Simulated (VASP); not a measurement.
Set up this calculation in VASP 6.6.1, as the native input.

| Property | Result |
| --- | --- |
| Task | single point |
| Functional | PBEsol |
| Potentials or basis | VASP PAW PBE potentials, release 64 (Si, Ir, Ca_sv) |
| Cutoff | 520 eV |
| k mesh | 3 × 3 × 3 |
| Occupations | fermi-dirac, width 0.1 eV |
| Spin | no spin polarisation |
| Dipole correction | no |
| Further INCAR settings | ALGO = Fast; EDIFF = 1e-06; NBANDS = 50 |

The structure of Ca3Si3Ir4 (a cell with a defect) lies in POSCAR:

```
Ca3Si3Ir4
1.0
   -3.7406180000      3.7406180000      3.7406180000
    3.7406180000     -3.7406180000      3.7406180000
    3.7406180000      3.7406180000     -3.7406180000
Si Ir Ca
3 4 3
Direct
    0.7840147002      0.6799659842      0.7049248279
    0.3321582156      0.0142235855      0.0274810205
   -0.0547790499      0.0648192358      0.0669088637
    0.3744204835      0.3502155259      0.3875390377
    0.5078040580     -0.1707935694     -0.1944423355
    0.0698845752     -0.0416550153      0.6340765082
    0.0628715629      0.7895667240      0.1481167016
   -0.0650448669      0.4634123292      0.3687311829
    0.6325329130      0.1519704765      0.6384125564
    0.3754173776      0.5331623010      0.0325976884
```

The input as run:

INCAR

```
PREC     = Accurate       # precision mode
ENCUT    = 520            # plane-wave cutoff, eV
EDIFF    = 1E-6           # SCF threshold, eV
ISMEAR   = -1             # smearing method
SIGMA    = 0.1            # smearing width, eV
LREAL    = F              # projectors in reciprocal space
LASPH    = T              # aspherical terms in the spheres
NELM     = 80             # most SCF steps
ALGO     = Fast           # electronic algorithm
ISIF     = 2              # what is computed and relaxed
LWAVE    = F              # write WAVECAR
LCHARG   = F              # write CHGCAR
GGA      = PS             # functional
NBANDS   = 50             # bands
```

KPOINTS

```
regular mesh
0
Gamma
  3 3 3
```

Potentials or basis: VASP PAW PBE potentials, release 64 (Si, Ir, Ca_sv).

Command:

```sh
$ cat potpaw_PBE.64/Si/POTCAR potpaw_PBE.64/Ir/POTCAR potpaw_PBE.64/Ca_sv/POTCAR > POTCAR
$ mpirun -np 1 vasp_std > vasp.out
```

It gave:

- Pressure: -4.0 GPa
- Largest force: 0.101 eV/Å
- Band gap on the k mesh: none (metal or under the smearing width)

Caveat: the k mesh is coarse (spacing up to 0.40 Å⁻¹), so the values aren't converged; the PAW data sets were made with another functional, which shifts forces and pressure a little.

It took 6.4 min on 1 thread of Intel(R) Xeon(R) Platinum 8488C (Sapphire Rapids) (shared host), peak memory 0.39 GiB.
